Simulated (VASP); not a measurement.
Method: PBEsol GGA, VASP's PBE PAW potentials (set 64) (plane waves; VASP 6.6.1).

A VASP calculation is set up with these files.

File KPOINTS:
```
Automatic mesh
0
Gamma
8 8 8
0 0 0
```

### INCAR
```
SYSTEM = InP
ENCUT = 520   ! plane-wave cut-off (eV)
LREAL = .False.   ! projection in real space or not
GGA = PS
NELM = 100   ! most electronic steps
LCHARG = .False.
LWAVE = .False.
LMAXMIX = 4
ISMEAR = 0   ! Gaussian
LASPH = .True.   ! aspherical one-centre terms
PREC = Accurate
SIGMA = 0.05   ! width (eV)
ISIF = 2   ! forces and stress, cell fixed
ALGO = Normal   ! blocked Davidson
EDIFF = 1E-7   ! SCF stop (eV)
```

### POSCAR
```
InP
1
    0.0000000000     2.9388307768     2.9388307768
    2.9388307768     0.0000000000     2.9388307768
    2.9388307768     2.9388307768     0.0000000000
In P
1 1
Direct
  0.0000000000   0.0000000000   0.0000000000
  0.2500000000   0.2500000000   0.2500000000
```

POTCAR, in this order: In_d P (PBE.64 set). Program: vasp_std.

Output of the run:

**OSZICAR**
```
       N       E                     dE             d eps       ncg     rms          rms(c)
DAV:   1     0.115685006334E+03    0.11569E+03   -0.86588E+03   754   0.154E+03
DAV:   2    -0.119024336738E+01   -0.11688E+03   -0.11303E+03   784   0.333E+02
DAV:   3    -0.932579245805E+01   -0.81355E+01   -0.80721E+01   969   0.915E+01
DAV:   4    -0.954667736229E+01   -0.22088E+00   -0.22076E+00   907   0.167E+01
DAV:   5    -0.955703223129E+01   -0.10355E-01   -0.10354E-01  1124   0.321E+00    0.539E+00
DAV:   6    -0.919019923973E+01    0.36683E+00   -0.69541E-01  1115   0.163E+01    0.322E+00
DAV:   7    -0.915738747598E+01    0.32812E-01   -0.17599E-01  1047   0.411E+00    0.110E+00
DAV:   8    -0.915457797257E+01    0.28095E-02   -0.15823E-02  1033   0.181E+00    0.359E-01
DAV:   9    -0.915474760266E+01   -0.16963E-03   -0.18183E-03   960   0.682E-01    0.173E-01
DAV:  10    -0.915476238827E+01   -0.14786E-04   -0.17204E-04   946   0.110E-01    0.114E-01
DAV:  11    -0.915478596617E+01   -0.23578E-04   -0.34005E-05   864   0.559E-02    0.165E-02
DAV:  12    -0.915478653470E+01   -0.56852E-06   -0.12835E-05   999   0.759E-02    0.164E-02
DAV:  13    -0.915478650927E+01    0.25431E-07   -0.87579E-07   865   0.944E-03
   1 F= -.91547865E+01 E0= -.91547865E+01  d E =-.178445E-10
```

OUTCAR:
```
------------------------ aborting loop because EDIFF is reached ----------------------------------------
  FORCE on cell =-STRESS in cart. coord.  units (eV):
  Direction    XX          YY          ZZ          XY          YZ          ZX
  --------------------------------------------------------------------------------------
  Total       -0.0015801     -0.0015801     -0.0015801     -0.0000000     -0.0000000     -0.0000000
  in kB       -0.0498703     -0.0498703     -0.0498703     -0.0000000     -0.0000000     -0.0000000
  external PRESSURE =      -0.0498703 kB  Pullay stress =       0.0000000 kB
  volume of cell :       50.76
      direct lattice vectors                 reciprocal lattice vectors
     0.000000000  2.938830777  2.938830777    -0.170135689  0.170135689  0.170135689
     2.938830777  0.000000000  2.938830777     0.170135689 -0.170135689  0.170135689
     2.938830777  2.938830777  0.000000000     0.170135689  0.170135689 -0.170135689
  FREE ENERGIE OF THE ION-ELECTRON SYSTEM (eV)
  ---------------------------------------------------
  free  energy   TOTEN  =        -9.1547865093 eV

  energy  without entropy=       -9.1547865092  energy(sigma->0) =       -9.15478651
```
(Selected blocks of OUTCAR.)

The compound is InP in the zinc blende structure. It was relaxed first.
